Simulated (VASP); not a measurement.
Data:

```yaml
crystal:
  lattice:
    - [0.00000, 2.78998, 2.78998]
    - [2.78998, 0.00000, 2.78998]
    - [2.78998, 2.78998, 0.00000]
  atoms:
    - { symbol: Ge, position: [0.00000, 0.00000, 0.00000] }
    - { symbol: Ge, position: [0.25000, 0.25000, 0.25000] }
```

The numbers are results of r2SCAN meta-GGA, VASP's PBE PAW potentials (set 64) (plane waves; VASP 6.6.1), not measurements. Numerical set-up: 480 eV cut-off, 8×8×8 Γ-centred mesh, Gaussian smearing of 0.050 eV, potentials Ge_d.

Give the stress tensor in GPa (positive for a compressed cell).

```
4.05  0.00  0.00
0.00  4.05  0.00
0.00  0.00  4.05
```
The pressure is its mean diagonal, 4.05 GPa.

The compound is Ge in the diamond structure. This cell was strained or had an atom moved on purpose.
